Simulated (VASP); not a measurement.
An input for Quantum ESPRESSO's pw.x (written as the equivalent of a VASP run, and not itself run):

```
&CONTROL
  calculation = 'scf'
  pseudo_dir = './pseudo'
  outdir = './out'
  tprnfor = .true.
  tstress = .true.
/
&SYSTEM
  ibrav = 0
  nat = 2
  ntyp = 2
  ecutwfc = 60.3
  occupations = 'smearing'
  smearing = 'gaussian'
  degauss = 0.003675
  input_dft = 'pbe'
/
&ELECTRONS
  conv_thr = 7.3e-08
  electron_maxstep = 100
/
ATOMIC_SPECIES
  Tl 204.380 Tl.upf
  Cl 35.450 Cl.upf
CELL_PARAMETERS angstrom
     3.9168000    0.0000000    0.0000000
     0.0000000    3.9168000    0.0000000
     0.0000000    0.0000000    3.9168000
ATOMIC_POSITIONS crystal
  Tl   0.0000000  0.0000000  0.0000000
  Cl   0.5000000  0.5000000  0.5000000
K_POINTS automatic
  8 8 8 1 1 1
```

Q: Write the VASP files for the same calculation (PBE).

A: Several could match; the one computed here: 
**INCAR**
```
# general
SYSTEM  = TlCl
PREC    = Accurate
ENCUT   = 400
LREAL   = F
LASPH   = T

# electronic loop
EDIFF   = 1E-6
NELM    = 100
ALGO    = Normal
LMAXMIX = 4

# smearing
ISMEAR  = 0
SIGMA   = 0.05

# functional
GGA     = PE

# ions
ISIF    = 2

# output
LWAVE   = F
LCHARG  = F
```

POSCAR:
```
TlCl
1
    3.9168000000     0.0000000000     0.0000000000
    0.0000000000     3.9168000000     0.0000000000
    0.0000000000     0.0000000000     3.9168000000
Tl Cl
1 1
Direct
  0.0000000000   0.0000000000   0.0000000000
  0.5000000000   0.5000000000   0.5000000000
```

KPOINTS:
```
kpoints
0
Monkhorst
 8 8 8
```

POTCAR, in this order: Tl_d Cl (PBE.64 set). Program: vasp_std.

The two are equivalent in intent, not identical: the potentials are each code's own (VASP's PAW set, PseudoDojo norm-conserving files in pw.x), so ENCUT and ecutwfc are chosen apart and not converted; conv_thr bounds pw.x's estimated SCF error, while EDIFF bounds the energy change between steps; an even Monkhorst-Pack mesh in KPOINTS is the half-step-shifted mesh of pw.x.

The compound is TlCl in the CsCl type structure. The cell was not relaxed at this level. The run is one of a series of settings (KPOINTS 8×8×8 Monkhorst-Pack mesh against the base run), some of them coarse on purpose.
